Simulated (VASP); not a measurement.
Here is the system:

```
GaSb
1.0
    0.00000     3.05000     3.05000
    3.05000     0.00000     3.05000
    3.05000     3.05000     0.00000
Ga Sb
1 1
Direct
  0.00000   0.00000   0.00000
  0.25000   0.25000   0.25000
```

Method: PBE GGA, VASP's PBE PAW potentials (set 64) (plane waves; VASP). Settings: 400 eV cut-off, 7×7×7 Γ-centred mesh, Gaussian smearing of 0.010 eV, potentials Ga_d Sb.

Unless said otherwise, spin-orbit coupling is left out, though it shifts the bands of the heavy elements here.

Question: Estimate the energy per atom (σ→0), pressure, band gap (on the k-mesh) with the smallest direct gap where there is one.

Answer: 
The band gap (on the k-mesh) is 0.10 eV and the smallest direct gap (on the k-mesh) is 0.10 eV. The energy per atom (σ→0) is -3.664 eV/atom and the pressure is 2.71 GPa.

Total energies compare only between runs with the same potentials, cut-off and functional.

The compound is GaSb in the zinc blende structure. The cell was not relaxed at this level. The run is one of a series of settings (SIGMA = 0.01 against the base run), some of them coarse on purpose.
